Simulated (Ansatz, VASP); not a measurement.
# MoS2 in two plane-wave programs, part 2 of 2

One calculation is typed for both programs; each brings its own data sets. How far apart do they land? The cell is taken from a series of runs on this material, whose earlier steps may have relaxed, scaled, displaced or heated it; both programs get it as it stands.

VASP 6.6.1 and Ansatz 0.2.0.

So far: The starting structure; VASP: zone-centre phonons, PBEsol.

### 3. Ansatz: zone-centre phonons, PBEsol

Level of this step: Ansatz beside VASP: Kohn-Sham DFT, plane waves, PBEsol (Ansatz).

Ansatz runs on its default PAW (the set named soft_2) files.

The same cell, functional, mesh and smearing now go to Ansatz, which takes its cutoff from its data sets.

input.yaml

```yaml
crystal:
  lattice:
    - [1.5715565386, 0.9073384205, 6.2818310899]
    - [-1.5715565386, 0.9073384205, 6.2818310899]
    - [0.0, -1.8146773514, 6.2818310162]
  atoms:
    - { symbol: Mo, position: [1.0001015299, 0.0001015299, 0.0001015299] }
    - { symbol: S, position: [0.2507717686, 0.2507717686, 0.2507717686] }
    - { symbol: S, position: [0.4161267015, 0.4161267015, 0.4161267015] }
total_charge: -0.18
kpoints:
  mp_grid: { grid: [12, 12, 12] }
hamiltonian:
  xc: pbesol
scf:
  occupations: { method: fermi_dirac, width: 0.05 }
  n_extra_bands: 9
output:
  eigenvalues: true
phonons:
  method: dfpt
```

On the command line:

```bash
> ansatz run input.yaml --threads 4 --pin off --max-ram 8192MiB --backend cpu --events-out ev --progress --plain --runs-dir out
```

Numbers of over 12 decimals in the logs are rounded to 6 here.

The program printed:

```text
scf.n_extra_bands = 9 over 14 filled bands (N_el = 26.2): the run solves 23 bands
Engine: ansatz 0.2.0, aarch64-unknown-linux-gnu
Pseudopotentials: kind: paw
Pseudopotential: Mo, paw, valence charge 14, recommended cutoff 420 eV (normal), Mo.paw.azcp
Pseudopotential: S, paw, valence charge 6, recommended cutoff 420 eV (normal), S.paw.azcp
Functional definition: PBEsol
  exchange = pbesol_x
  correlation = pbesol_c
Crystal: 3 atoms, lattice volume = 53.745 Å³
Basis set: ecut = 420 eV, 1029 PW (Γ), exchange–correlation on 90×90×90 points (8 copies of the dense FFT grid, shifted against one another)
Bands: 23, of which v1, the nominal top of the filled ones, is band 13 counted from 1 (12 counted from 0)
Symmetry: 6 space group operations
k-points: 476 of 1728 (irreducible under 2 space group operations, time reversal used)
Non-local potential: Mo, projectors of the file, l = 0: 3, l = 1: 2, l = 2: 2, l = 3: 1
Non-local potential: S, projectors of the file, l = 0: 2, l = 1: 2, l = 2: 2
PAW form: soft (Blöchl's): semilocal exchange-correlation on the pseudo side does not see the compensation charge
PAW frozen core: Mo, regenerated for the run's functional, and the local potential with it (the file was generated under x = pbe(κ = 0.804, μ = 0.219515), c = pbe(β = 0.066725))
PAW frozen core: S, regenerated for the run's functional, and the local potential with it (the file was generated under x = pbe(κ = 0.804, μ = 0.219515), c = pbe(β = 0.066725))
PAW one-centre angular grid: Mo, 590 points (default); XC on 64 Gauss nodes
PAW one-centre angular grid: S, 110 points (default); XC on 64 Gauss nodes
Initial density: superposition of atomic densities (neutral atoms scaled as one to the charged cell's electrons: chi_scale 0, normalization atom), corrected by the library's trained network
Initial wavefunctions: pseudopotential atomic-orbital guess
Functional: x = pbesol(κ = 0.804, μ = 0.123457), c = pbesol(β = 0.046)
SCF iter   1: F=—  HF=-6668.161706 eV  |F-HF|=—  |Δ(HF+E_count)|=         —  Δρ=2.25e-2  dr2=8.50e-1  ethr=1.77e-3  ⟨swp⟩=6.0  Hψ=60156  notcnv=0  defer=92
preconditioner: auto → LDOS  [metal: Δε(μ)=0.015 eV  Ē_g=12.219 eV  σ=0.050 eV  W_gap=0.07  n_scr=16 (ndim 8)  ℏωp=21.6 eV  f_vac=0.021  D(μ)=0.88/eV (n_scr^D=2)  β→1.0]
SCF iter   2: F=—  HF=-6668.104798 eV  |F-HF|=—  |Δ(HF+E_count)|=   5.69e-2  Δρ=1.98e-2  dr2=4.97e-1  ethr=1.77e-3  ⟨swp⟩=3.8  Hψ=25454  notcnv=0  defer=1060
SCF iter   3: F=—  HF=-6668.037705 eV  |F-HF|=—  |Δ(HF+E_count)|=   6.71e-2  Δρ=2.01e-3  dr2=3.97e-3  ethr=1.77e-3  ⟨swp⟩=2.0  Hψ=13624  notcnv=0  defer=1060
SCF iter   4: F=—  HF=-6668.037822 eV  |F-HF|=—  |Δ(HF+E_count)|=   1.17e-4  Δρ=7.55e-4  dr2=5.61e-4  ethr=1.52e-5  ⟨swp⟩=2.2  Hψ=15580  notcnv=0  defer=1013
SCF iter   5: F=—  HF=-6668.037702 eV  |F-HF|=—  |Δ(HF+E_count)|=   1.20e-4  Δρ=1.67e-4  dr2=1.31e-5  ethr=2.14e-6  ⟨swp⟩=2.0  Hψ=13288  notcnv=0  defer=1013
SCF iter   6: F=—  HF=-6668.037714 eV  |F-HF|=—  |Δ(HF+E_count)|=   1.24e-5  Δρ=4.55e-5  dr2=8.24e-7  ethr=5.02e-8  ⟨swp⟩=2.0  Hψ=14147  notcnv=0  defer=1013
SCF iter   7: F=—  HF=-6668.037665 eV  |F-HF|=—  |Δ(HF+E_count)|=   4.96e-5  Δρ=9.62e-6  dr2=6.18e-8  ethr=3.15e-9  ⟨swp⟩=2.0  Hψ=14678  notcnv=0  defer=1013
SCF iter   8: F=—  HF=-6668.037665 eV  |F-HF|=—  |Δ(HF+E_count)|=   2.26e-8  Δρ=2.23e-6  dr2=4.03e-9  ethr=2.36e-10  ⟨swp⟩=2.1  Hψ=13594  notcnv=0  defer=1013
SCF iter   9: F=—  HF=-6668.037665 eV  |F-HF|=—  |Δ(HF+E_count)|=   1.73e-9  Δρ=7.56e-7  dr2=5.12e-10  ethr=1.54e-11  ⟨swp⟩=2.4  Hψ=15038  notcnv=0  defer=1013
SCF iter  10: F=—  HF=-6668.037665 eV  |F-HF|=—  |Δ(HF+E_count)|=  1.81e-10  Δρ=1.89e-7  dr2=1.84e-11  ethr=1.95e-12  ⟨swp⟩=2.0  Hψ=13289  notcnv=0  defer=1013
SCF iter  11: F=-6668.037665 eV  HF=-6668.037665 eV  |F-HF|=5.46e-12  |Δ(HF+E_count)|=  4.09e-11  Δρ=4.85e-8  dr2=1.21e-12  ethr=1.00e-12  ⟨swp⟩=12.1  Hψ=51842  notcnv=0
SCF 1 converged in 11 iterations: F = -6668.037665 eV  dr2 = 1.21e-12
  greatest PAW one-centre occupation: 0.999 electrons in one spin orbital (limit 2), on the Mo atom at site 0 (counted from 0), in its partial waves of l = 0
DFPT response loops at Γ: preconditioner auto → Kerker (q_TF=auto, 2.420 Å⁻¹) (partly filled bands, converged f_vac=0.014); β = 1.00, the filter's whole step (`scf.mixing.beta` (0.50) is not read by the response loops under this deck's `scf.mixing.preconditioner`; to damp them name `kerker` or `kerker_dos`, under which they read `scf.mixing.beta`, and type it under 1.00, their step now; both keys bind the ground state too); Broyden in place of MSR1
SCF converged after 11 iterations
Free energy (F): -6668.037665 eV
Harris-Foulkes:  -6668.037665 eV  (|F-HF|=5.46e-12)
Internal energy: -6668.028334 eV  (E = F + TS)
E sigma→0 (E₀):  -6668.032999 eV
Entropy (-TS):   -0.009331 eV (-3.110 meV/atom)
Fermi energy:    11.958962 eV
--- Per-component energies (eV) ---
  E_band       = -156.974415
  E_kinetic    = 660.663129
  E_local      = -2060.282566  (includes V_loc(G=0)·N_el)
  E_nonlocal   = 202.270589
  E_hartree    = 801.533977
  E_xc         = -377.912102
  E_vxc        = -407.489558  (∫ρ·V_xc dr)
  E_paw        = -4312.313512  (= ΣΔE_a)
  E_vpaw       = -155.204011  (= ΣTr[D̂ρ^β])
  E_aug_tail   = 0.000031  (compensation charges beyond the density's cutoff)
  E_ewald      = -1582.321078
  E_core_change = 0.333198  (= ΣΔE_core)
  E_smearing   = -0.009331  (= −TS)
  E_closure    = -0.000000  (closes the sum)
  E_deformation_potential = -3.058135  (in the stress; not in F)
  Σ components = -6668.037665   (vs F -6668.037665, Δ=0.00e0)
--- Band table (eV; the first three rows and the last of 476) ---
  k-point 0: bands = [... 9 lower, 8.6197, 8.6197, 9.3439, 9.5405, 12.9255, 12.9255, 13.2961, 13.2961, ... 6 higher]
  k-point 1: bands = [... 9 lower, 8.1486, 8.4433, 9.4635, 9.6673, 12.8292, 12.9212, 13.1025, 13.1879, ... 6 higher]
  k-point 2: bands = [... 9 lower, 7.9208, 8.0311, 9.4010, 9.6286, 12.2561, 12.9032, 12.9443, 13.5315, ... 6 higher]
  k-point 475: bands = [... 9 lower, 7.4759, 8.6418, 8.6418, 10.7170, 13.0013, 13.0013, 13.1893, 13.1893, ... 6 higher]
--- Phonons (Γ-DFPT): 6 representative perturbations + reference, on 476 of 1728 k-points (Σ response iterations 18) ---
  k mesh reduced under 2 symmetry operations, with k and −k counted as one. Each operation leaves every solved perturbation unchanged. A smaller set is not used because it would not reduce the number of displacements times k-points to solve
  ASR residual: 6.945e-4 → 0.000e0 eV/Å²; symmetrization residual: 1.241e-5 eV/Å²
  ASR residual per site (eV/Å²): 6.94e-4 3.39e-5 4.19e-5
  Γ frequencies (cm⁻¹): 0.00 0.00 0.00 284.85 284.85 380.23 381.44 381.44 435.34
  non-analytic LO–TO correction: not included (Born effective charges unavailable; polar crystals: no LO–TO splitting at Γ)
```

In the SCF lines HF is the Harris–Foulkes energy and dr2 the Hartree energy of the density residual, in eV; the loop may stop once dr2 is under the threshold and the program's other checks hold. Hψ counts applications of the Hamiltonian.

### 4. Comparison

Known differences besides the potentials themselves: the cutoff is 420 eV in Ansatz and 500 eV in VASP; Ansatz makes its cores anew for this functional, VASP keeps those of its PBE data sets. Total energies have different zeros and are not compared.

Both answers:

```
                  quantity  Ansatz   VASP  difference
optical mode 1 to 2 (cm⁻¹)   284.9  284.7     +0.05 %
     optical mode 3 (cm⁻¹)   380.2  380.0     +0.07 %
optical mode 4 to 5 (cm⁻¹)   381.4  381.2     +0.07 %
     optical mode 6 (cm⁻¹)   435.3  435.8     -0.11 %
```

Modes are paired by rising frequency, not by their patterns, so a pair may set unlike modes beside each other; they are those without the splitting of longitudinal modes. The cell carries a charge of -0.18 e against a uniform background, so its pressure also hangs on how the neutralising background is counted, and in a defect's cell a gap may be the spacing between its levels.

### 5. Results

```
r.m.s. difference of the optical zone-centre modes, each program's sorted by frequency (zone-centre phonons, PBEsol) : 0.29 cm⁻¹
```

The r.m.s. difference of the optical zone-centre modes, each program's sorted by frequency is 0.29 cm⁻¹ (zone-centre phonons, PBEsol). Such differences can come from data sets, numerical settings and the points named under the comparisons, not from the functional's error against experiment.

[Lines on the potential files, build, host, timing and source positions are cut from VASP's logs without a mark.]

[Logs are printed without paths, hosts, clocks, repeated set-up lines and the standing remarks that a program may print on its own settings, such as how far it seeks lower states.]

[Hosts, paths, dates, database ids (printed as entryN), source tags and the programs' standing remarks are cut or masked in the printed files.]
